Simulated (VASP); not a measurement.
# ZnIr2O4 (Fd-3m) in VASP: further runs

One crystal, ZnIr2O4, is run at these levels: PBEsol; tasks: relaxation of cell and atoms.

Program: VASP 6.6.1. These are calculated values, not measurements. Logs are shortened: lines on timing, memory, paths and dates and some standing lists are left out, and cuts for length are marked.

## 1. The structure

It takes space group Fd-3m (No. 227, cubic). The conventional cell has a = 8.749 Å, b = 8.749 Å, c = 8.749 Å, α = 90.00°, β = 90.00°, γ = 90.00°. Zn (site symmetry -43m) has 4 O at 2.07 Å as nearest neighbours. Around Ir (site symmetry -3m) lie 6 O at 2.09 Å. O (site symmetry 3m) has 1 Zn at 2.07 Å and 3 Ir at 2.09 Å as nearest neighbours.

The cell comes from a database or a generator and needn't be the stable form of this composition.

## 2. Relaxation of cell and atoms, PBEsol

INCAR

```
SYSTEM = ZnIr2O4
ALGO = Normal ; EDIFF = 1E-6
EDIFFG = -0.01 ; ENCUT = 600
GGA = PS ; IBRION = 2
ISIF = 3 ; ISMEAR = 0
KPAR = 4 ; LASPH = .TRUE.
LCHARG = .FALSE. ; LREAL = .FALSE.
LWAVE = .FALSE. ; NELM = 80
NSW = 90 ; PREC = Accurate
SIGMA = 0.03
```

KPOINTS

```
k-points
0
G
  6 6 6
  0 0 0
```

POSCAR

```
ZnIr2O4
1.0
    0.0000000000      4.3746840000      4.3746840000
    4.3746840000      0.0000000000      4.3746840000
    4.3746840000      4.3746840000      0.0000000000
Zn Ir O
2 4 8
Direct
    0.7500000000      0.7500000000      0.7500000000
    0.5000000000      0.5000000000      0.5000000000
    0.1250000000      0.1250000000      0.6250000000
    0.1250000000      0.6250000000      0.1250000000
    0.6250000000      0.1250000000      0.1250000000
    0.1250000000      0.1250000000      0.1250000000
    0.3635620000      0.3635620000      0.9093140000
    0.3635620000      0.9093140000      0.3635620000
    0.9093140000      0.3635620000      0.3635620000
    0.3635620000      0.3635620000      0.3635620000
    0.8864380000      0.8864380000      0.3406860000
    0.8864380000      0.3406860000      0.8864380000
    0.3406860000      0.8864380000      0.8864380000
    0.8864380000      0.8864380000      0.8864380000
```

Potentials or basis: VASP PAW PBE potentials, release 64 (Zn, Ir, O).

Run with:

```bash
cat potpaw_PBE.64/Zn/POTCAR potpaw_PBE.64/Ir/POTCAR potpaw_PBE.64/O/POTCAR > POTCAR
mpirun -np 4 vasp_std > vasp.out
```

OUTCAR:

```text
SYSTEM = ZnIr2O4
   EDIFF = 1E-6
   EDIFFG = -0.01
   ENCUT = 600
   GGA = PS
   IBRION = 2
   ISIF = 3
   ISMEAR = 0
   LASPH = .TRUE.
   LREAL = .FALSE.
   NELM = 80
   NSW = 90
   PREC = Accurate

 ion  position               nearest neighbor table
   1  0.750  0.750  0.750-  14 2.07  12 2.07  13 2.07  11 2.07
   2  0.500  0.500  0.500-  10 2.07   8 2.07   9 2.07   7 2.07
   3  0.125  0.125  0.625-   8 2.09   9 2.09  12 2.09  13 2.09  10 2.09  14 2.09   6 3.09   4 3.09
                             5 3.09   6 3.09   4 3.09   5 3.09
   4  0.125  0.625  0.125-   7 2.09   9 2.09  11 2.09  13 2.09  10 2.09  14 2.09   6 3.09   3 3.09
                             3 3.09   5 3.09   6 3.09   5 3.09
   5  0.625  0.125  0.125-   7 2.09   8 2.09  11 2.09  12 2.09  10 2.09  14 2.09   6 3.09   3 3.09
                             4 3.09   3 3.09   4 3.09   6 3.09
   6  0.125  0.125  0.125-   7 2.09   8 2.09   9 2.09  11 2.09  12 2.09  13 2.09   3 3.09   4 3.09
                             5 3.09   3 3.09   4 3.09   5 3.09
   7  0.364  0.364  0.909-   2 2.07   4 2.09   5 2.09   6 2.09
   8  0.364  0.909  0.364-   2 2.07   3 2.09   5 2.09   6 2.09
   9  0.909  0.364  0.364-   2 2.07   3 2.09   4 2.09   6 2.09
  10  0.364  0.364  0.364-   2 2.07   3 2.09   4 2.09   5 2.09
  11  0.886  0.886  0.341-   1 2.07   4 2.09   5 2.09   6 2.09
  12  0.886  0.341  0.886-   1 2.07   3 2.09   5 2.09   6 2.09
  13  0.341  0.886  0.886-   1 2.07   3 2.09   4 2.09   6 2.09
  14  0.886  0.886  0.886-   1 2.07   3 2.09   4 2.09   5 2.09

  LATTYP: Found a face centered cubic cell.
 ALAT       =     8.7493680000

  Lattice vectors:

 A1 = (   0.0000000000,   4.3746840000,   4.3746840000)
 A2 = (   4.3746840000,   0.0000000000,   4.3746840000)
 A3 = (   4.3746840000,   4.3746840000,   0.0000000000)

Analysis of symmetry for initial positions (statically):
=====================================================================
 Subroutine PRICEL returns:
 Original cell was already a primitive cell.

 Routine SETGRP: Setting up the symmetry group for a
 face centered cubic supercell.

 Subroutine GETGRP returns: Found 48 space group operations
 (whereof 24 operations were pure point group operations)
 out of a pool of 48 trial point group operations.

The static configuration has the point symmetry T_d .
 The point group associated with its full space group is O_h .

Analysis of symmetry for dynamics (positions and initial velocities):
=====================================================================
 Subroutine PRICEL returns:
 Original cell was already a primitive cell.

 Routine SETGRP: Setting up the symmetry group for a
 face centered cubic supercell.

 Subroutine GETGRP returns: Found 48 space group operations
 (whereof 24 operations were pure point group operations)
 out of a pool of 48 trial point group operations.

The dynamic configuration has the point symmetry T_d .
 The point group associated with its full space group is O_h .

 Subroutine INISYM returns: Found 48 space group operations
 (whereof 24 operations are pure point group operations),
 and found     1 'primitive' translations

----------------------------------------------------------------------------------------

                                     Primitive cell

  volume of cell :     167.4442

  direct lattice vectors                    reciprocal lattice vectors
     0.000000000  4.374684000  4.374684000    -0.114293970  0.114293970  0.114293970
     4.374684000  0.000000000  4.374684000     0.114293970 -0.114293970  0.114293970
     4.374684000  4.374684000  0.000000000     0.114293970  0.114293970 -0.114293970

  length of vectors
     6.186737444  6.186737444  6.186737444     0.197962962  0.197962962  0.197962962

  position of ions in fractional coordinates (direct lattice)
     0.750000000  0.750000000  0.750000000
     0.500000000  0.500000000  0.500000000
     0.125000000  0.125000000  0.625000000
     0.125000000  0.625000000  0.125000000
     0.625000000  0.125000000  0.125000000
     0.125000000  0.125000000  0.125000000
     0.363562000  0.363562000  0.909314000
     0.363562000  0.909314000  0.363562000
     0.909314000  0.363562000  0.363562000
     0.363562000  0.363562000  0.363562000
     0.886438000  0.886438000  0.340686000
     0.886438000  0.340686000  0.886438000
     0.340686000  0.886438000  0.886438000
     0.886438000  0.886438000  0.886438000

  ion indices of the primitive-cell ions
   primitive index   ion index
                 1           1
                 2           2
                 3           3
                 4           4
                 5           5
                 6           6
                 7           7
                 8           8
                 9           9
                10          10
                11          11
                12          12
                13          13
                14          14

----------------------------------------------------------------------------------------

 KPOINTS: k-points

Automatic generation of k-mesh.
 Grid dimensions read from file:
 generate k-points for:    6    6    6

 Generating k-lattice:

  Cartesian coordinates                     Fractional coordinates (reciprocal lattice)
    -0.019048995  0.019048995  0.019048995     0.166666667  0.000000000  0.000000000
     0.019048995 -0.019048995  0.019048995     0.000000000  0.166666667  0.000000000
     0.019048995  0.019048995 -0.019048995     0.000000000  0.000000000  0.166666667

  Length of vectors
     0.032993827  0.032993827  0.032993827

  Shift w.r.t. Gamma in fractional coordinates (k-lattice)
     0.000000000  0.000000000  0.000000000

 Subroutine IBZKPT returns following result:
 ===========================================

 Found     16 irreducible k-points:

 Following reciprocal coordinates:
            Coordinates               Weight
  0.000000  0.000000  0.000000      1.000000
  0.166667  0.000000  0.000000      8.000000
  0.333333  0.000000  0.000000      8.000000
  0.500000  0.000000  0.000000      4.000000
  0.166667  0.166667  0.000000      6.000000
  0.333333  0.166667  0.000000     24.000000
[... 8 lines left out ...]
 -0.333333  0.333333  0.166667     24.000000
 -0.333333  0.500000  0.166667     12.000000
   k-points           NKPTS =     16   k-points in BZ     NKDIM =     16   number of bands    NBANDS=     64
   number of dos      NEDOS =    301   number of ions     NIONS =     14
   total plane-waves  NPLWV = 125000
   dimension x,y,z NGX =    50 NGY =   50 NGZ =   50
   dimension x,y,z NGXF=   100 NGYF=  100 NGZF=  100
   ions per type =               2   4   8
   NGX,Y,Z   is equivalent  to a cutoff of  13.44, 13.44, 13.44 a.u.
   NGXF,Y,Z  is equivalent  to a cutoff of  26.87, 26.87, 26.87 a.u.
 SYSTEM =  ZnIr2O4
   PREC   = accura    normal or accurate (medium, high low for compatibility)
   ISTART =      0    job   : 0-new  1-cont  2-samecut
   ICHARG =      2    charge: 1-file 2-atom 10-const
   ISPIN  =      1    spin polarized calculation?
   LNONCOLLINEAR =      F non collinear calculations
   LSORBIT =      F    spin-orbit coupling
   LASPH  =      T    aspherical Exc in radial PAW
   ENCUT  =  600.0 eV  44.10 Ry    6.64 a.u.  12.36 12.36 12.36*2*pi/ulx,y,z
   NELM   =     80;   NELMIN=  2; NELMDL= -5     # of ELM steps
   EDIFF  = 0.1E-05   stopping-criterion for ELM
   LREAL  =      F    real-space projection
   EDIFFG = -.1E-01   stopping-criterion for IOM
   NSW    =     90    number of steps for IOM
   IBRION =      2    ionic relax: 0-MD 1-quasi-New 2-CG
   NFREE  =      1    steps in history (QN), initial steepest desc. (CG)
   ISIF   =      3    stress and relaxation
   ISYM   =      2    0-nonsym 1-usesym 2-fastsym
   POTIM  = 0.5000    time-step for ionic-motion
   TEBEG  =    0.0;   TEEND  =   0.0 temperature during run
   PSTRESS=    0.0 pullay stress
   NELECT =     108.0000    total number of electrons
   NUPDOWN=      -1.0000    fix difference up-down
   EMIN   =  10.00;   EMAX   =-10.00  energy-range for DOS
   EFERMI =   0.00;   METHOD = LEGACY
   ISMEAR =     0;   SIGMA  =   0.03  broadening in eV -4-tet -1-fermi 0-gaus
   EFERMI_NEDOS =   21; number of points for ismear=-14 and -15
   IALGO  =     38    algorithm
   IMIX   =      4    mixing-type and parameters
     AMIX     =   0.40;   BMIX     =  1.00
     AMIX_MAG =   1.60;   BMIX_MAG =  1.00
  volume/ion in A,a.u.               =      11.96        80.71
  Fermi-wavevector in a.u.,A,eV,Ry     =   1.414467  2.672954 27.221395  2.000716
  Thomas-Fermi vector in A             =   2.536006
   LORBIT       =      0    0 simple, 1 ext, 2 COOP (PROOUT), +10 PAW based schemes
   GGA     = PS    functional components
   LHFCALC =     F    Hartree Fock is set to
   AEXX    =    0.0000 exact exchange contribution
   IVDW    =     0    specifies the selected vdW correction
   LEPSILON=     F    determine dielectric tensor
   LRPA    =     F    only Hartree local field effects (RPA)
 conjugate gradient relaxation of ions
 non-spin polarized calculation
 Gauss-broadening in eV      SIGMA  =   0.03
  energy-cutoff  :      600.00
  volume of cell :      167.44
 maximum number of plane-waves:      5606
 NGX is ok and might be reduce to    50
   NGX = 25   NGY = 25   NGZ = 25

--------------------------------------- Ionic step        1  -------------------------------------------

 number of electron     107.9999964 magnetization

 Free energy of the ion-electron system (eV)
  ---------------------------------------------------
  ext. energy  EPLUGINS =         0.00000000
  ---------------------------------------------------
  free energy    TOTEN  =       -93.32685340 eV

  energy without entropy =      -93.32685340  energy(sigma->0) =      -93.32685340

------------------------ aborting loop because EDIFF is reached ----------------------------------------

  FORCE on cell =-STRESS in cart. coord.  units (eV):
  Direction    XX          YY          ZZ          XY          YZ          ZX
  --------------------------------------------------------------------------------------
  -------------------------------------------------------------------------------------
  Total       -8.7736322     -8.7736322     -8.7736322      0.0000000      0.0000000      0.0000000
  in kB      -83.9498549    -83.9498549    -83.9498549      0.0000000      0.0000000      0.0000000
  external PRESSURE =     -83.9498549 kB  Pullay stress =       0.0000000 kB
[... 225 lines left out ...]
  energy  without entropy=      -93.5030537045  energy(sigma->0) =      -93.50305370

--------------------------------------- Ionic step        6  -------------------------------------------

 number of electron     108.0000021 magnetization

 Free energy of the ion-electron system (eV)
  ---------------------------------------------------
  ext. energy  EPLUGINS =         0.00000000
  ---------------------------------------------------
  free energy    TOTEN  =       -93.50457775 eV

  energy without entropy =      -93.50457775  energy(sigma->0) =      -93.50457775

 E-fermi :   5.5930     XC(G=0): -11.9507

 val. band max:        5.4260091088   @ k =   0.5000   0.5000   0.0000
 cond. band min:       5.9223933899   @ k =   0.0000   0.0000   0.0000
 fundamental gap:      0.4963842810
 Fermi energy:         5.5929974349

 k-point     1 :       0.0000    0.0000    0.0000
  band No.  band energies     occupation
      1     -15.4803      2.00000
      2     -14.4654      2.00000
      3     -14.4654      2.00000
      4     -14.4654      2.00000
      5     -14.0860      2.00000
      6     -13.9131      2.00000
[... 1102 lines left out ...]
  FREE ENERGIE OF THE ION-ELECTRON SYSTEM (eV)
  ---------------------------------------------------
  free  energy   TOTEN  =       -93.5045777471 eV

  energy  without entropy=      -93.5045777471  energy(sigma->0) =      -93.50457775

 reached required accuracy - stopping structural energy minimisation
```

It took 5.6 min on 4 MPI ranks of Intel Xeon Platinum 8488C (Sapphire Rapids), shared host; peak memory 0.49 GiB.

What came out:

* Free energy: -93.5046 eV
* Relaxed volume: 11.47 Å³/atom
* Relaxed cell: a = 6.102 Å, b = 6.102 Å, c = 6.102 Å, α = 60.00°, β = 60.00°, γ = 60.00°
* Space group after relaxing (to 0.05 Å): Fd-3m (No. 227)
* Energy gained by relaxing: 12.7 meV/atom
* Ionic steps: 6
* Pressure after relaxing: 0.0 GPa
* Band gap on the k mesh: 0.50 eV, indirect (least direct gap 0.58 eV)

The path:
```csv
step,energy change (eV),largest force (eV/Å),pressure (GPa),volume (Å³)
1,0.0000,0.3140,-8.39,167.44
2,0.2760,1.0348,15.78,152.71
3,-0.1699,0.1470,-0.35,161.58
4,-0.1699,0.1578,-0.16,161.46
5,-0.1762,0.0708,-0.06,161.00
6,-0.1777,0.0002,0.03,160.64
```

Final structure:
```
Zn Ir O
1.0
     0.00000    4.31457    4.31457
     4.31457    0.00000    4.31457
     4.31457    4.31457    0.00000
Zn Ir O
2 4 8
Direct
  0.75000 0.75000 0.75000
  0.50000 0.50000 0.50000
  0.12500 0.12500 0.62500
  0.12500 0.62500 0.12500
  0.62500 0.12500 0.12500
  0.12500 0.12500 0.12500
  0.36396 0.36396 0.90811
  0.36396 0.90811 0.36396
  0.90811 0.36396 0.36396
  0.36396 0.36396 0.36396
  0.88604 0.88604 0.34189
  0.88604 0.34189 0.88604
  0.34189 0.88604 0.88604
  0.88604 0.88604 0.88604
```

Levels at points of the mesh, in eV from the valence-band top:
```tsv
k point	band 51	band 52	band 53	band 54	band 55	band 56	band 57	band 58
(0.00, 0.00, 0.00)	-0.14	-0.08	-0.08	-0.08	0.50	2.70	2.70	2.70
(0.50, 0.00, 0.00)	-0.43	-0.14	-0.11	-0.11	2.04	2.40	2.40	2.46
(0.50, 0.50, 0.00)	-0.15	-0.15	0.00	0.00	0.78	0.78	2.00	2.00
```

Caveat: the PAW data sets were made with another functional, which shifts forces and pressure a little; spin-orbit coupling is left out, which moves the levels of the heavy elements.

## 3. Relaxation of cell and atoms, PBEsol

This run uses another cell than the first one, of 11.47 Å³/atom, 0.959 times its volume.

INCAR: that of step 2 with these lines changed.

```diff
@@ -1,4 +1,4 @@
 SYSTEM = ZnIr2O4
-ALGO = Normal ; EDIFF = 1E-6
-EDIFFG = -0.01 ; ENCUT = 600
+ALGO = Normal ; EDIFF = 1E-7
+EDIFFG = -0.005 ; ENCUT = 600
 GGA = PS ; IBRION = 2
```

KPOINTS is that of step 2.

POSCAR

```
ZnIr2O4                                 
1.0
    0.0000000000      4.3145668854      4.3145668854
    4.3145668854      0.0000000000      4.3145668854
    4.3145668854      4.3145668854     -0.0000000000
  Zn              Ir              O             
     2     4     8
Direct
     0.7500000000000000    0.7500000000000000    0.7500000000000000
     0.5000000000000000    0.5000000000000000    0.5000000000000000
     0.1250000000000000    0.1250000000000000    0.6250000000000000
     0.1250000000000000    0.6250000000000000    0.1250000000000000
     0.6250000000000000    0.1250000000000000    0.1250000000000000
     0.1250000000000000    0.1250000000000000    0.1250000000000000
     0.3639631762139256    0.3639631762139256    0.9081104713582303
     0.3639631762139256    0.9081104713582303    0.3639631762139256
     0.9081104713582303    0.3639631762139256    0.3639631762139256
     0.3639631762139256    0.3639631762139256    0.3639631762139256
     0.8860368237860745    0.8860368237860745    0.3418895286417695
     0.8860368237860745    0.3418895286417695    0.8860368237860745
     0.3418895286417695    0.8860368237860745    0.8860368237860745
     0.8860368237860745    0.8860368237860745    0.8860368237860745
```

Potentials or basis: VASP PAW PBE potentials, release 64 (Zn, Ir, O).

Run with:

```bash
cat potpaw_PBE.64/Zn/POTCAR potpaw_PBE.64/Ir/POTCAR potpaw_PBE.64/O/POTCAR > POTCAR
mpirun -np 4 vasp_std > vasp.out
```

Wall time 93 s (4 MPI ranks of Intel Xeon Platinum 8488C (Sapphire Rapids), shared host); peak memory 0.46 GiB.

It converged, with:

```
Free energy             : -93.4907 eV
Pressure after relaxing : 0.1 GPa
Band gap on the k mesh  : 0.50 eV, indirect (least direct gap 0.58 eV)
```

Final structure:
```cif
data_structure
_symmetry_space_group_name_H-M 'P 1'
_symmetry_Int_Tables_number 1
_cell_length_a 6.1017
_cell_length_b 6.1017
_cell_length_c 6.1017
_cell_angle_alpha 60.000
_cell_angle_beta 60.000
_cell_angle_gamma 60.000
_cell_volume 160.64
loop_
_atom_site_label
_atom_site_type_symbol
_atom_site_fract_x
_atom_site_fract_y
_atom_site_fract_z
_atom_site_occupancy
Zn1 Zn 0.75000 0.75000 0.75000 1
Zn2 Zn 0.50000 0.50000 0.50000 1
Ir1 Ir 0.12500 0.12500 0.62500 1
Ir2 Ir 0.12500 0.62500 0.12500 1
Ir3 Ir 0.62500 0.12500 0.12500 1
Ir4 Ir 0.12500 0.12500 0.12500 1
O1 O 0.36396 0.36396 0.90811 1
O2 O 0.36396 0.90811 0.36396 1
O3 O 0.90811 0.36396 0.36396 1
O4 O 0.36396 0.36396 0.36396 1
O5 O 0.88604 0.88604 0.34189 1
O6 O 0.88604 0.34189 0.88604 1
O7 O 0.34189 0.88604 0.88604 1
O8 O 0.88604 0.88604 0.88604 1
```

Levels at points of the mesh, in eV from the valence-band top:
```
           k point  band 51  band 52  band 53  band 54  band 55  band 56  band 57  band 58
(0.00, 0.00, 0.00)    -0.14    -0.08    -0.08    -0.08     0.50     2.70     2.70     2.70
(0.50, 0.00, 0.00)    -0.43    -0.14    -0.11    -0.11     2.04     2.40     2.40     2.46
(0.50, 0.50, 0.00)    -0.15    -0.15     0.00     0.00     0.78     0.78     2.00     2.00
```

Caveat: the relaxation stopped at its first step, so nothing moved; the PAW data sets were made with another functional, which shifts forces and pressure a little; spin-orbit coupling is left out, which moves the levels of the heavy elements.
